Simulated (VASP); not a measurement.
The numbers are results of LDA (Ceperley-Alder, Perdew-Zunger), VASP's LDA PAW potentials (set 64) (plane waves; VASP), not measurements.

The input files of a VASP run:

**KPOINTS**
```
Automatic mesh
0
Gamma
9 9 9
0 0 0
```

**INCAR**
```
# general
SYSTEM  = GaN
PREC    = Accurate
ENCUT   = 650
LREAL   = .FALSE.
LASPH   = .TRUE.   # aspherical one-centre terms

# electronic loop
EDIFF   = 1E-7   # SCF stop (eV)
NELM    = 100   # most electronic steps
ALGO    = Normal
LMAXMIX = 4   # l cut-off of mixed one-centre charges

# smearing
ISMEAR  = 0   # Gaussian
SIGMA   = 0.05   # width (eV)

# ions
IBRION  = 6   # finite differences
NSW     = 1
ISIF    = 3   # ions, shape and volume
POTIM   = 0.015
NFREE   = 2

# output
LWAVE   = .FALSE.
LCHARG  = .FALSE.
```

File POSCAR:
```
GaN
1
    0.0000000000     2.2320113091     2.2320113091
    2.2320113091     0.0000000000     2.2320113091
    2.2320113091     2.2320113091     0.0000000000
Ga N
1 1
Direct
  0.0000000000   0.0000000000   0.0000000000
  0.2500000000   0.2500000000   0.2500000000
```

POTCAR, in this order: Ga_d N (LDA.64 set). Program: vasp_std.

Output of the run:

File OUTCAR:
```
 ion  position               nearest neighbor table
   1  0.000  0.000  0.000-   2 1.93   2 1.93   2 1.93   2 1.93
   2  0.250  0.250  0.250-   1 1.93   1 1.93   1 1.93   1 1.93
  LATTYP: Found a face centered cubic cell.
 ALAT       =     4.4640226182
 Subroutine PRICEL returns:
 Original cell was already a primitive cell.
 Subroutine GETGRP returns: Found 24 space group operations
The static configuration has the point symmetry T_d .
The dynamic configuration has the point symmetry T_d .
 Subroutine INISYM returns: Found 24 space group operations
 Subroutine IBZKPT returns following result:
 Found     35 irreducible k-points:

 Following reciprocal coordinates:
            Coordinates               Weight
  0.000000  0.000000  0.000000      1.000000
  0.111111  0.000000  0.000000      8.000000
  0.222222  0.000000  0.000000      8.000000
  0.333333  0.000000  0.000000      8.000000
  0.444444  0.000000  0.000000      8.000000
  0.111111  0.111111  0.000000      6.000000
  0.222222  0.111111  0.000000     24.000000
  0.333333  0.111111  0.000000     24.000000
  0.444444  0.111111  0.000000     24.000000
...
```

OUTCAR:
```


   1 f  =   16.562556 THz   104.065612 2PiTHz  552.467417 cm-1    68.497199 meV

   2 f  =   16.562556 THz   104.065612 2PiTHz  552.467417 cm-1    68.497199 meV

   3 f  =   16.562556 THz   104.065612 2PiTHz  552.467417 cm-1    68.497199 meV

   4 f/i=    0.001111 THz     0.006981 2PiTHz    0.037060 cm-1     0.004595 meV

   5 f/i=    0.001111 THz     0.006981 2PiTHz    0.037060 cm-1     0.004595 meV

   6 f/i=    0.001111 THz     0.006981 2PiTHz    0.037060 cm-1     0.004595 meV

 ELASTIC MODULI CONTR FROM IONIC RELAXATION (kBar)
 Direction    XX          YY          ZZ          XY          YZ          ZX
 --------------------------------------------------------------------------------
 XX          -0.0000     -0.0000     -0.0000      0.0000      0.0000     -0.0000
 YY          -0.0000     -0.0000     -0.0000      0.0000      0.0000      0.0000
 ZZ          -0.0000     -0.0000     -0.0000      0.0000      0.0000     -0.0000
 XY           0.0000      0.0000      0.0000   -456.8829      0.0000      0.0000
 YZ           0.0000      0.0000      0.0000      0.0000   -456.8829      0.0000
 ZX          -0.0000      0.0000     -0.0000      0.0000      0.0000   -456.8829
 --------------------------------------------------------------------------------

 TOTAL ELASTIC MODULI (kBar)
 Direction    XX          YY          ZZ          XY          YZ          ZX
 --------------------------------------------------------------------------------
 XX        2869.2348   1575.9608   1575.9608     -0.0000      0.0000     -0.0000
 YY        1575.9608   2869.2348   1575.9608      0.0000      0.0000     -0.0000
 ZZ        1575.9608   1575.9608   2869.2348     -0.0000      0.0000     -0.0000
 XY          -0.0000      0.0000     -0.0000   1600.6980      0.0000      0.0000
 YZ           0.0000      0.0000      0.0000      0.0000   1600.6980      0.0000
 ZX          -0.0000     -0.0000     -0.0000      0.0000      0.0000   1600.6980
 --------------------------------------------------------------------------------
```
(Selected blocks of OUTCAR.)

The compound is GaN in the zinc blende structure, a metastable form; wurtzite is the usual one. It was relaxed first.
